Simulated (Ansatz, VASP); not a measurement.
Two plane-wave programs on Mg2SeS4

INCAR

```
SYSTEM = Mg2SeS4
PREC = Accurate
ENCUT = 520
EDIFF = 1E-6
ISMEAR = 0
SIGMA = 0.1
LREAL = .FALSE.
LASPH = .TRUE.
NELM = 60
ALGO = Normal
ISIF = 2
LWAVE = .FALSE.
LCHARG = .FALSE.
GGA = PE
NBANDS = 26
```

Contents of KPOINTS:

```
regular mesh
0
G
  4 4 4
  0 0 0
```

File POSCAR:

```
Mg2SeS4
1.0
    0.0000000000      4.5816250700      4.5816250700
    4.5816250700      0.0000000000      4.5816250700
    4.5816250700      4.5816250700      0.0000000000
Mg Se S
2 1 4
Direct
    0.2500000000      0.2500000000      0.2500000000
    0.5000000000      0.5000000000      0.5000000000
    0.0000000000      0.0000000000      0.0000000000
    0.6718449300      0.6718449300      0.6718449300
    0.6718449300      0.6718449300      0.9844652100
    0.6718449300      0.9844652100      0.6718449300
    0.9844652100      0.6718449300      0.6718449300
```

Input for Ansatz:

```yaml
crystal:
  lattice:
    - [0.0, 4.58162507, 4.58162507]
    - [4.58162507, 0.0, 4.58162507]
    - [4.58162507, 4.58162507, 0.0]
  atoms:
    - { symbol: Mg, position: [0.25, 0.25, 0.25] }
    - { symbol: Mg, position: [0.5, 0.5, 0.5] }
    - { symbol: Se, position: [0.0, 0.0, 0.0] }
    - { symbol: S, position: [0.67184493, 0.67184493, 0.67184493] }
    - { symbol: S, position: [0.67184493, 0.67184493, 0.98446521] }
    - { symbol: S, position: [0.67184493, 0.98446521, 0.67184493] }
    - { symbol: S, position: [0.98446521, 0.67184493, 0.67184493] }
basis:
  ecutwfc: 420
kpoints:
  mp_grid: { grid: [4, 4, 4] }
hamiltonian:
  xc: pbe
scf:
  occupations: { method: gaussian, width: 0.1 }
  lower_state_search: "off"
output:
  forces: true
  stress: true
  eigenvalues: true
```

Alike in both runs: task single point; functional PBE; k mesh 4 × 4 × 4; occupations gaussian, width 0.1 eV; no spin polarisation.

|  | VASP | Ansatz |
| --- | --- | --- |
| version | VASP 6.6.1 | Ansatz 0.2.0 |
| potentials or method | VASP PAW PBE potentials, release 64 (Mg, Se, S) | scalar-relativistic, plane waves, PAW |
| plane-wave cutoff (eV) | 520 | 420 |
| valence electrons in the cell | 34 | 60 |

VASP gave:

* gap on the k mesh at the Fermi level (eV): none
* pressure (GPa): 8.7
* rms of the force components (eV/Å): 4.181

Estimate Ansatz's values.

gap on the k mesh at the Fermi level (eV): none; pressure (GPa): 9.3; rms of the force components (eV/Å): 4.342.

Atom by atom the forces differ by 0.162 eV/Å (rms over components). A gap of «none» marks a metal or a gap that the smearing closes. The two sets of potentials don't hold the same shells in valence.

Caveats: forces of over 1 eV/Å show positions far from the minimum, so gaps and moduli don't describe the material at rest.
